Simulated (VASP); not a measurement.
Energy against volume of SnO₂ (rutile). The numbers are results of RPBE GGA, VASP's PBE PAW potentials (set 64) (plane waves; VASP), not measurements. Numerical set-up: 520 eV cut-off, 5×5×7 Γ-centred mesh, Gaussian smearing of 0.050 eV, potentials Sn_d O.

Shape and ions are relaxed at each volume.

| V (Å³/atom) | E (eV/atom) |
|---|---|
| 12.522 | -5.82688 |
| 12.909 | -5.83361 |
| 13.296 | -5.82928 |
| 13.684 | -5.81603 |

Question: Fit these four points and predict the energy of the run at 12.134 Å³/atom.

Answer: A cubic in V^(−2/3), the third-order Birch-Murnaghan form, passes through the four points with V0 = 12.94 Å³/atom and B0 = 150 GPa, and gives -5.8064 eV/atom there. The run gave -5.8066 eV/atom, -0.2 meV/atom from the fit; all five points give B0 = 150 GPa.

The compound is SnO2 in the rutile structure. It was relaxed first, which changed the volume by +8 %.
